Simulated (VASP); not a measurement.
System: FePb, 2 atoms in the cell.

The calculation used PBE with spin–orbit coupling, plane waves, standard recommended PAW potentials in VASP.

Cutoff 381 eV; orbitals from an earlier step on the same cell; potentials Fe_pv Pb_d; PREC = Accurate; k-mesh 8×8×6 Γ-centred; Fermi–Dirac smearing of 0.1 eV; starting moments Fe1 3 μB along [1, 0, 0].

```yaml
crystal:
  lattice:
    - [3.20000, 0.00000, 0.00000]
    - [0.00000, 3.20000, 0.00000]
    - [0.00000, 0.00000, 4.10000]
  atoms:
    - { symbol: Fe, position: [0.00000, 0.00000, 0.00000] }
    - { symbol: Pb, position: [0.50000, 0.50000, 0.50000] }
```
Lattice in Å, positions in fractions of it.

**Question.** Is the cell under compression or tension, and by how much?

**Answer.** The pressure is -2.94 GPa, so at these settings the cell is stretched and would shrink.

VASP prints the stress at a fixed plane-wave basis, so it holds the Pulay stress of this cutoff.

The cell is a model and need not be the structure known for this compound. The k-mesh is modest, so these values aren't fully converged in k. One magnetic order was tried; another may lie lower.
